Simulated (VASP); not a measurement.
Here is the system:

```yaml
crystal:
  lattice:
    - [0.00000, 3.11100, 3.11100]
    - [3.11100, 0.00000, 3.11100]
    - [3.11100, 3.11100, 0.00000]
  atoms:
    - { symbol: Ga, position: [0.00000, 0.00000, 0.00000] }
    - { symbol: Sb, position: [0.25000, 0.25000, 0.25000] }
```

Method: PBE GGA, VASP's PBE PAW potentials (set 64) (plane waves; VASP 6.6.1). Settings: 400 eV cut-off, 3×3×3 Γ-centred mesh, Gaussian smearing of 0.050 eV, potentials Ga_d Sb.

Question: Give the stress tensor in GPa (positive for a compressed cell).

Answer: 
```
1.84  0.00  0.00
0.00  1.84  0.00
0.00  0.00  1.84
```
The pressure is its mean diagonal, 1.84 GPa.

The compound is GaSb in the zinc blende structure. The cell was not relaxed at this level. The k-mesh is coarse (spacing up to 0.58 per Å, 2π included), so the numbers may not be converged in it. The run is one of a series of settings (KPOINTS 3×3×3 Γ-centred mesh against the base run), some of them coarse on purpose.
